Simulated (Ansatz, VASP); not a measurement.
# VH2: VASP beside Ansatz, part 2 of 2

Aim: how closely do two programs agree when they are given the same cell, functional and k mesh? The cell is taken from a series of runs on this material, whose earlier steps may have relaxed, scaled, displaced or heated it; both programs get it as it stands. Other levels of theory on this material are compared in a session of their own.

VASP 6.6.1 and Ansatz 0.2.0.

So far: The starting structure; VASP: zone-centre phonons, PBEsol.

## Step 3: Ansatz: zone-centre phonons, PBEsol

Level of this step: Ansatz beside VASP: Kohn-Sham DFT, plane waves, PBEsol (Ansatz).

Ansatz runs on its PAW soft_1 files.

The same cell, functional, mesh and smearing now go to Ansatz, which takes its cutoff from its data sets.

input.yaml reads:

```yaml
crystal:
  lattice:
    - [0.0, 2.0820471831, 2.0820471831]
    - [2.0820471831, 0.0, 2.0820471831]
    - [2.0820471831, 2.0820471831, 0.0]
  atoms:
    - { symbol: V, position: [0.0, 0.0, 0.0] }
    - { symbol: H, position: [0.25, 0.25, 0.25] }
    - { symbol: H, position: [0.75, 0.75, 0.75] }
kpoints:
  mp_grid: { grid: [20, 20, 20] }
hamiltonian:
  xc: pbesol
  pseudopotentials: { kind: paw, azcp: { folder: soft_1 }, xc_functional: pbe }
scf:
  occupations: { method: methfessel_paxton, width: 0.2 }
output:
  eigenvalues: true
phonons:
  method: dfpt
```

The run is started by

```console
ansatz run input.yaml --threads 4 --pin off --max-ram 10240MiB --backend cpu --events-out ev --progress --plain --runs-dir out
```

Numbers of over 12 decimals in the logs are rounded to 6 here.

Log:

```text
zone centre: on kpoints.mp_grid the ground state, and the responses unless they are solved on pairs of k-points, stand on 641 of the mesh's 8000 k-points, reduced under 8 symmetry operations, with k and −k counted as one. Each operation leaves every solved displacement unchanged or reverses it
Engine: ansatz 0.2.0, aarch64-unknown-linux-gnu
Pseudopotentials: kind: paw
Pseudopotential: V, paw, valence charge 13, recommended cutoff 420 eV (normal), soft_1/V.paw.azcp
Pseudopotential: H, paw, valence charge 1, recommended cutoff 420 eV (normal), soft_1/H.paw.azcp
Functional definition: PBEsol
  exchange = pbesol_x
  correlation = pbesol_c
Crystal: 3 atoms, lattice volume = 18.051 Å³
Basis set: ecut = 420 eV, 339 PW (Γ), exchange–correlation on 40×40×40 points (8 copies of the dense FFT grid, shifted against one another)
Bands: 12, of which v1, the nominal top of the filled ones, is band 8 counted from 1 (7 counted from 0)
Symmetry: 48 space group operations
k-points: 641 of 8000 (irreducible under 8 space group operations, time reversal used)
Non-local potential: V, projectors of the file, l = 0: 3, l = 1: 2, l = 2: 3, l = 3: 1
Non-local potential: H, projectors of the file, l = 0: 2, l = 1: 1
PAW form: soft (Blöchl's): semilocal exchange-correlation on the pseudo side does not see the compensation charge
PAW frozen core: V, regenerated for the run's functional, and the local potential with it (the file was generated under x = pbe(κ = 0.804, μ = 0.219515), c = pbe(β = 0.066725))
PAW one-centre angular grid: V, 590 points (default); XC on 64 Gauss nodes
PAW one-centre angular grid: H, 110 points (default); XC on 64 Gauss nodes
Initial density: superposition of atomic densities (chi_scale 0.1, normalization cell, long waves kept (reshape's long-wave potential 0.00 eV rms))
Initial wavefunctions: pseudopotential atomic-orbital guess
Functional: x = pbesol(κ = 0.804, μ = 0.123457), c = pbesol(β = 0.046)
SCF iter   1: F=—  HF=-2918.093960 eV  |F-HF|=—  |Δ(HF+E_count)|=         —  Δρ=1.14e-1  dr2=2.10e0  ethr=3.10e-3  ⟨swp⟩=4.0  Hψ=37011  notcnv=0
preconditioner: auto → none  [metal: Δε(μ)=0.033 eV  Ē_g=9.054 eV  σ=0.200 eV  W_gap=0.14  n_scr=8 (ndim 8)  ℏωp=23.1 eV  f_vac=0.000  D(μ)=1.16/eV (n_scr^D=14)  sad-step TF]
SCF iter   2: F=—  HF=-2917.482848 eV  |F-HF|=—  |Δ(HF+E_count)|=   6.11e-1  S|Δr|=    0.00e0  Δρ=3.90e-2  dr2=1.97e-1  ethr=3.10e-3  ⟨swp⟩=2.4  Hψ=19948  notcnv=0  defer=60
SCF iter   3: F=—  HF=-2917.442264 eV  |F-HF|=—  |Δ(HF+E_count)|=   4.06e-2  S|Δr|=    0.00e0  Δρ=1.21e-2  dr2=2.07e-2  ethr=1.31e-3  ⟨swp⟩=2.2  Hψ=13662  notcnv=0  defer=60
SCF iter   4: F=—  HF=-2917.446550 eV  |F-HF|=—  |Δ(HF+E_count)|=   4.29e-3  S|Δr|=    0.00e0  Δρ=1.66e-3  dr2=2.75e-4  ethr=1.38e-4  ⟨swp⟩=2.1  Hψ=14573  notcnv=0  defer=50
SCF iter   5: F=—  HF=-2917.447058 eV  |F-HF|=—  |Δ(HF+E_count)|=   5.08e-4  S|Δr|=    0.00e0  Δρ=2.04e-4  dr2=7.22e-6  ethr=1.84e-6  ⟨swp⟩=2.0  Hψ=11052  notcnv=0  defer=48
SCF iter   6: F=—  HF=-2917.447055 eV  |F-HF|=—  |Δ(HF+E_count)|=   2.62e-6  S|Δr|=    0.00e0  Δρ=1.40e-5  dr2=3.58e-8  ethr=4.81e-8  ⟨swp⟩=2.4  Hψ=10830  notcnv=0  defer=48
SCF iter   7: F=—  HF=-2917.447056 eV  |F-HF|=—  |Δ(HF+E_count)|=   3.25e-7  S|Δr|=    0.00e0  Δρ=5.64e-7  dr2=3.25e-11  ethr=2.39e-10  ⟨swp⟩=2.5  Hψ=11248  notcnv=0  defer=48
SCF iter   8: F=-2917.447056 eV  HF=-2917.447056 eV  |F-HF|=4.55e-13  |Δ(HF+E_count)|=  1.18e-11  S|Δr|=    0.00e0  Δρ=4.32e-8  dr2=7.45e-14  ethr=1.00e-12  ⟨swp⟩=5.3  Hψ=28185  notcnv=0
SCF 1 converged in 8 iterations: F = -2917.447056 eV  dr2 = 7.45e-14
  greatest PAW one-centre occupation: 1.000 electrons in one spin orbital (limit 2), on the V atom at site 0 (counted from 0), in its partial waves of l = 0
DFPT response loops at Γ: preconditioner auto → Kerker (q_TF=auto, 2.645 Å⁻¹) (partly filled bands, converged f_vac=0.000); β = 1.00, the filter's whole step (`scf.mixing.beta` (0.50) is not read by the response loops under this deck's `scf.mixing.preconditioner`; to damp them name `kerker` or `kerker_dos`, under which they read `scf.mixing.beta`, and type it under 1.00, their step now; both keys bind the ground state too); Broyden in place of MSR1
SCF converged after 8 iterations
Stability not checked: this state was not tested for a lower state beside it, because cold or Methfessel-Paxton smearing, or corrected tetrahedra, fill the levels in a way that the test cannot read (fill_not_monotonic; see scf.lower_state_search)
Free energy (F): -2917.447056 eV
Harris-Foulkes:  -2917.447056 eV  (|F-HF|=4.55e-13)
Internal energy: -2917.448422 eV  (E = F + TS)
E sigma→0 (E₀):  -2917.447397 eV
Entropy (-TS):   0.001366 eV (0.455 meV/atom)
Fermi energy:    14.179574 eV
--- Per-component energies (eV) ---
  E_band       = -176.193857
  E_kinetic    = 326.542893
  E_local      = -1123.725149  (includes V_loc(G=0)·N_el)
  E_nonlocal   = 85.160603
  E_hartree    = 461.019762
  E_xc         = -133.619464
  E_vxc        = -170.473396  (∫ρ·V_xc dr)
  E_paw        = -1101.530485  (= ΣΔE_a)
  E_vpaw       = -215.737163  (= ΣTr[D̂ρ^β])
  E_aug_tail   = -0.001174  (compensation charges beyond the density's cutoff)
  E_ewald      = -1431.445085
  E_core_change = 0.149679  (= ΣΔE_core)
  E_smearing   = 0.001366  (= −TS)
  E_closure    = -0.000000  (closes the sum)
  Σ components = -2917.447056   (vs F -2917.447056, Δ=0.00e0)
--- Band table (eV; the first three rows and the last of 641) ---
  k-point 0: bands = [... 4 lower, 2.3994, 13.1329, 13.1329, 13.1329, 15.0007, 15.0007, 15.5286, 30.5670]
  k-point 1: bands = [... 4 lower, 2.4698, 12.7682, 13.1609, 13.1609, 14.9840, 14.9840, 15.9358, 29.6650]
  k-point 2: bands = [... 4 lower, 2.6776, 12.0429, 13.2379, 13.2379, 14.9426, 14.9426, 16.7780, 28.2941]
  k-point 640: bands = [... 4 lower, 7.9341, 7.9341, 11.3031, 14.5358, 15.9487, 17.9112, 17.9112, 20.9193]
--- Phonons (Γ-DFPT): 2 representative perturbations + reference, on 641 of 8000 k-points (Σ response iterations 7) ---
  k mesh reduced under 8 symmetry operations, with k and −k counted as one. Each operation leaves every solved displacement unchanged or reverses it
  ASR residual: 6.332e-6 → 0.000e0 eV/Å²; symmetrization residual: 3.347e-7 eV/Å²
  ASR residual per site (eV/Å²): 6.33e-6 3.11e-6 3.11e-6
  Γ frequencies (cm⁻¹): 0.00 0.00 0.00 1205.46 1205.46 1205.46 1382.49 1382.49 1382.49
  non-analytic LO–TO correction: not included (Born effective charges unavailable; polar crystals: no LO–TO splitting at Γ)
```

Reading the cycles: dr2 is the Hartree energy of the density residual (eV), the measure of convergence; HF is the Harris–Foulkes estimate of the energy, which meets the free energy F at convergence.

## Step 4: Comparison

Known differences besides the potentials themselves: the cutoff is 420 eV in Ansatz and 500 eV in VASP; Ansatz makes its cores anew for this functional, VASP keeps those of its PBE data sets. Total energies have different zeros and are not compared.

The two programs side by side:

```tsv
quantity	Ansatz	VASP	difference
optical mode 1 to 3 (cm⁻¹)	1205.5	1212.9	-0.62 %
optical mode 4 to 6 (cm⁻¹)	1382.5	1390.5	-0.58 %
```

Modes are paired by rising frequency, not by their patterns, so a pair may set unlike modes beside each other; they are those without the splitting of longitudinal modes.

## Step 5: What came out

| Quantity | Value |
| --- | --- |
| r.m.s. difference of the optical zone-centre modes, each program's sorted by frequency (zone-centre phonons, PBEsol) | 7.8 cm⁻¹ |
| difference in optical mode 1 to 3 (zone-centre phonons, PBEsol) | -0.6 % |

In words: The r.m.s. difference of the optical zone-centre modes, each program's sorted by frequency is 7.8 cm⁻¹ (zone-centre phonons, PBEsol). Among the rows given in per cent, the largest difference of the zone-centre phonons, PBEsol pair is in optical mode 1 to 3, -0.6 %. 3 further runs of this series are not shown here. How closely two codes agree says nothing of how well the functional describes the real material.

[Lines on the potential files, build, host, timing and source positions are cut from VASP's logs without a mark.]

[Logs are printed without paths, hosts, clocks, repeated set-up lines and the standing remarks that a program may print on its own settings, such as how far it seeks lower states.]

[Hosts, paths, dates, database ids (printed as entryN), source tags and the programs' standing remarks are cut or masked in the printed files.]
